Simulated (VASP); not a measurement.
Data:

```xyz
3
Lattice="0.0000 3.5636 3.5636 3.5636 0.0000 3.5636 3.5636 3.5636 0.0000" Properties=species:S:1:pos:R:3 pbc="T T T"
Sr     0.0000     0.0000     0.0000
Cl     1.7818     1.7818     1.7818
Cl     5.3455     5.3455     5.3455
```

Level of theory: PBE GGA, VASP's PBE PAW potentials (set 64) (plane waves; VASP). Numerical set-up: 300 eV cut-off, 4×4×4 Γ-centred mesh, Fermi-Dirac smearing of 0.020 eV, potentials Sr_sv Cl.

Give the energies of bands 7 to 15 at the high-symmetry points, in eV from the valence-band maximum.

| band | Γ | X | U | L | W |
|---|---|---|---|---|---|
| 7 | -1.91 | -2.51 | -2.33 | -1.40 | -2.26 |
| 8 | -1.91 | -1.73 | -1.75 | -1.40 | -2.04 |
| 9 | -1.91 | -1.73 | -1.58 | -1.38 | -1.11 |
| 10 | -0.31 | -0.36 | -0.63 | -1.21 | -1.11 |
| 11 | -0.31 | -0.36 | -0.49 | -0.96 | -0.28 |
| 12 | -0.31 | 0.00 | -0.10 | -0.96 | -0.09 |
| 13 | 5.09 | 5.52 | 5.94 | 6.64 | 6.19 |
| 14 | 6.11 | 6.86 | 6.96 | 6.64 | 6.89 |
| 15 | 6.11 | 7.43 | 7.18 | 7.27 | 7.04 |

The gap is indirect, 5.09 eV, from the valence maximum at X to the conduction minimum at Γ.

The structure is a typed SrCl2 crystal (Fm-3m). The cell was not relaxed at this level.
